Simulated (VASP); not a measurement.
OSZICAR of a VASP run on Sb (a7):

File OSZICAR:
```
       N       E                     dE             d eps       ncg     rms          rms(c)
DAV:   1     0.345443025194E+02    0.34544E+02   -0.34891E+03  1170   0.812E+02
DAV:   2    -0.693286878930E+01   -0.41477E+02   -0.40919E+02  1654   0.120E+02
DAV:   3    -0.826305007793E+01   -0.13302E+01   -0.13275E+01  1431   0.266E+01
DAV:   4    -0.827339814597E+01   -0.10348E-01   -0.10339E-01  1403   0.274E+00
DAV:   5    -0.827348952851E+01   -0.91383E-04   -0.91383E-04  1363   0.259E-01    0.293E+00
DAV:   6    -0.827267109439E+01    0.81843E-03   -0.22784E-03  1310   0.424E-01    0.177E+00
DAV:   7    -0.827225830234E+01    0.41279E-03   -0.58381E-03  1202   0.664E-01    0.821E-02
DAV:   8    -0.827237743266E+01   -0.11913E-03   -0.15564E-04  1363   0.988E-02    0.217E-02
DAV:   9    -0.827240529590E+01   -0.27863E-04   -0.40317E-05  1229   0.484E-02    0.473E-03
DAV:  10    -0.827240617039E+01   -0.87448E-06   -0.30239E-06  1467   0.121E-02    0.137E-03
DAV:  11    -0.827240634199E+01   -0.17161E-06   -0.35820E-07  1216   0.457E-03    0.101E-03
DAV:  12    -0.827240653879E+01   -0.19680E-06   -0.49797E-08   639   0.151E-03    0.269E-04
DAV:  13    -0.827240652978E+01    0.90134E-08   -0.97039E-09   601   0.821E-04
   1 F= -.82724065E+01 E0= -.82721930E+01  d E =-.427073E-03
```

Which electronic solver shows in the log?

It is blocked Davidson (ALGO = Normal, or the opening steps of other solvers). The INCAR had ALGO = Normal.

Can the final energy be trusted as converged?

The run converged. It stopped with EDIFF = 1E-7, NELM = 100 (PBE GGA, plane waves, VASP's PBE PAW potentials (set 64)).

The compound is Sb in the a7 structure. This cell was strained or had an atom moved on purpose.
